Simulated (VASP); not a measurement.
Method: r2SCAN meta-GGA, VASP's PBE PAW potentials (set 64) (plane waves; VASP 6.6.1).

A VASP calculation is set up with these files.

KPOINTS_OPT:
```
k-points along high-symmetry lines
10
Line-mode
Reciprocal
  0.000000   0.000000   0.000000 ! GAMMA
  0.000000   0.500000   0.000000 ! X

  0.000000   0.500000   0.000000 ! X
  0.500000   0.500000   0.000000 ! M

  0.500000   0.500000   0.000000 ! M
  0.000000   0.000000   0.000000 ! GAMMA

  0.000000   0.000000   0.000000 ! GAMMA
  0.500000   0.500000   0.500000 ! R

  0.500000   0.500000   0.500000 ! R
  0.000000   0.500000   0.000000 ! X

  0.500000   0.500000   0.500000 ! R
  0.500000   0.500000   0.000000 ! M
```

### KPOINTS
```
Automatic mesh
0
Gamma
 14 14 14
```

**INCAR**
```
LREAL  =  .False.   ! projection in real space or not
LORBIT  =  11
METAGGA  =  R2SCAN
ISMEAR  =  -5   ! tetrahedra, Bloechl
ENCUT  =  400
LCHARG  =  .False.
LMIXTAU  =  .True.
EDIFF  =  1E-7
ISIF  =  2   ! forces and stress, cell fixed
ALGO  =  Normal   ! blocked Davidson
LWAVE  =  .False.
NELM  =  100
PREC  =  Accurate
LMAXMIX  =  6
LASPH  =  .True.   ! aspherical one-centre terms
NEDOS  =  601   ! DOS grid
SYSTEM  =  Hf
```

POSCAR:
```
Hf
1.0
  2.8975651025   0.0000000000   0.0000000000
  0.0000000000   2.8975651025   0.0000000000
  0.0000000000   0.0000000000   2.8975651025
Hf
1
Cart
  0.0000000000   0.0000000000   0.0000000000
```

POTCAR, in this order: Hf_pv (PBE.64 set). Program: vasp_std.

The resulting files:

### OSZICAR
```
       N       E                     dE             d eps       ncg     rms          rms(c)
DAV:   1    -0.326341661989E+02   -0.32634E+02   -0.54747E+03  2240   0.859E+02
DAV:   2    -0.465376274912E+02   -0.13903E+02   -0.13490E+02  3123   0.116E+02
DAV:   3    -0.468353361347E+02   -0.29771E+00   -0.29192E+00  2506   0.125E+01
DAV:   4    -0.468386988400E+02   -0.33627E-02   -0.33191E-02  2718   0.124E+00
DAV:   5    -0.468387324778E+02   -0.33638E-04   -0.32944E-04  2697   0.919E-02    0.357E+01
DAV:   6    -0.436468114493E+02    0.31919E+01   -0.72609E-01  2246   0.783E+00    0.197E+01
DAV:   7    -0.441618148250E+02   -0.51500E+00   -0.20611E-01  2212   0.565E+00    0.386E+00
DAV:   8    -0.436274253871E+02    0.53439E+00   -0.40303E-01  2179   0.535E+00    0.127E+00
DAV:   9    -0.437605226266E+02   -0.13310E+00   -0.83905E-02  2165   0.230E+00    0.471E-01
DAV:  10    -0.438112679292E+02   -0.50745E-01   -0.78751E-03  2274   0.629E-01    0.393E-01
DAV:  11    -0.439173214720E+02   -0.10605E+00   -0.87640E-02  2232   0.158E+00    0.903E-01
DAV:  12    -0.439211943988E+02   -0.38729E-02   -0.12732E-03  2303   0.359E-01    0.993E-01
DAV:  13    -0.439229624764E+02   -0.17681E-02   -0.91083E-04  2435   0.350E-01    0.632E-01
DAV:  14    -0.439258952135E+02   -0.29327E-02   -0.35993E-03  2160   0.627E-01    0.209E-01
DAV:  15    -0.439259120199E+02   -0.16806E-04   -0.13496E-04  2331   0.101E-01    0.321E-01
DAV:  16    -0.439258404158E+02    0.71604E-04   -0.24279E-05  2367   0.450E-02    0.304E-01
DAV:  17    -0.439256785666E+02    0.16185E-03   -0.27894E-04  2291   0.155E-01    0.164E-01
DAV:  18    -0.439256997232E+02   -0.21157E-04   -0.50054E-05  2180   0.706E-02    0.179E-01
DAV:  19    -0.439256626034E+02    0.37120E-04   -0.11935E-05  2305   0.269E-02    0.145E-01
DAV:  20    -0.439256379354E+02    0.24668E-04   -0.27764E-05  2351   0.426E-02    0.437E-02
DAV:  21    -0.439256155311E+02    0.22404E-04   -0.95520E-06  2516   0.233E-02    0.474E-03
DAV:  22    -0.439256127427E+02    0.27884E-05   -0.70179E-07  2669   0.747E-03    0.126E-02
DAV:  23    -0.439256079338E+02    0.48090E-05   -0.52846E-07  2222   0.634E-03    0.194E-02
DAV:  24    -0.439256134333E+02   -0.54996E-05   -0.92186E-07  2273   0.718E-03    0.246E-03
DAV:  25    -0.439256126625E+02    0.77083E-06   -0.34817E-08  1110   0.205E-03    0.326E-03
DAV:  26    -0.439256131985E+02   -0.53602E-06   -0.87899E-09  1108   0.871E-04    0.780E-04
DAV:  27    -0.439256128230E+02    0.37550E-06   -0.65999E-09  1083   0.896E-04    0.103E-03
DAV:  28    -0.439256129346E+02   -0.11159E-06   -0.90278E-10  1080   0.289E-04    0.436E-04
DAV:  29    -0.439256129040E+02    0.30586E-07   -0.29624E-10  1080   0.167E-04
   1 F= -.43925613E+02 E0= -.43925613E+02  d E =0.000000E+00
       N       E                     dE             ncg
```

File OUTCAR:
```
------------------------ aborting loop because EDIFF is reached ----------------------------------------
  FORCE on cell =-STRESS in cart. coord.  units (eV):
  Direction    XX          YY          ZZ          XY          YZ          ZX
  --------------------------------------------------------------------------------------
  Total       -0.0369976     -0.0369976     -0.0369976      0.0000000      0.0000000      0.0000000
  in kB       -2.4365994     -2.4365994     -2.4365994      0.0000000      0.0000000      0.0000000
  external PRESSURE =      -2.4365994 kB  Pullay stress =       0.0000000 kB
  volume of cell :       24.33
      direct lattice vectors                 reciprocal lattice vectors
     2.897565103  0.000000000  0.000000000     0.345117354  0.000000000  0.000000000
     0.000000000  2.897565103  0.000000000     0.000000000  0.345117354  0.000000000
     0.000000000  0.000000000  2.897565103     0.000000000  0.000000000  0.345117354
 POSITION                                       TOTAL-FORCE (eV/Angst)
 -----------------------------------------------------------------------------------
      0.00000      0.00000      0.00000         0.000000      0.000000      0.000000
 -----------------------------------------------------------------------------------
    total drift:                               -0.000000      0.000000     -0.000000
  FREE ENERGIE OF THE ION-ELECTRON SYSTEM (eV)
  ---------------------------------------------------
  free  energy   TOTEN  =       -43.9256129040 eV

  energy  without entropy=      -43.9256129040  energy(sigma->0) =      -43.92561290

 total charge

# of ion       s       p       d       tot
------------------------------------------
    1        0.442   6.270   1.680   8.391
```
(Selected blocks of OUTCAR.)

**OUTCAR**
```
 val. band max:        3.8670199984   @ k =   0.2857   0.2143   0.1429

 cond. band min:       3.7751633129   @ k =   0.4286   0.1429   0.0000


 Fermi energy:         3.8118237116

 k-point     1 :       0.0000    0.0000    0.0000
  band No.  band energies     occupation
      1     -27.2154      2.00000
      2     -27.2154      2.00000
      3     -27.2154      2.00000
      4      -3.0721      2.00000
      5       2.2678      2.00000
      6       2.2678      2.00000
      7      10.8242      0.00000
      8      10.8242      0.00000
      9      10.8242      0.00000

 k-point     2 :       0.0714    0.0000    0.0000
  band No.  band energies     occupation
      1     -27.2696      2.00000
      2     -27.2110      2.00000
      3     -27.2110      2.00000
      4      -2.9292      2.00000
      5       2.3097      2.00000
      6       2.3988      2.00000
      7      10.5378      0.00000
      8      10.5378      0.00000
      9      10.8420      0.00000

 k-point     3 :       0.1429    0.0000    0.0000
  band No.  band energies     occupation
      1     -27.4190      2.00000
      2     -27.1987      2.00000
      3     -27.1987      2.00000
      4      -2.5234      2.00000
      5       2.4300      2.00000
      6       2.7659      2.00000
      7       9.8522      0.00000
      8       9.8522      0.00000
      9      10.8922      0.00000

 k-point     4 :       0.2143    0.0000    0.0000
  band No.  band energies     occupation
      1     -27.6291      2.00000
      2     -27.1808      2.00000
      3     -27.1808      2.00000
      4      -1.9131      2.00000
      5       2.6117      2.00000
      6       3.2731      2.00000
      7       9.0497      0.00000
      8       9.0497      0.00000
      9      10.9657      0.00000

 k-point     5 :       0.2857    0.0000    0.0000
  band No.  band energies     occupation
      1     -27.8551      2.00000
      2     -27.1609      2.00000
      3     -27.1609      2.00000
...
```

For a metal the tetrahedron method with Blöchl corrections gives inexact stress and forces. Unless said otherwise, spin-orbit coupling is left out, though it shifts the bands of the heavy elements here.

The structure was generated: Hf was put into the simple-cubic type (Pm-3m), which need not be its known phase. It was relaxed first.
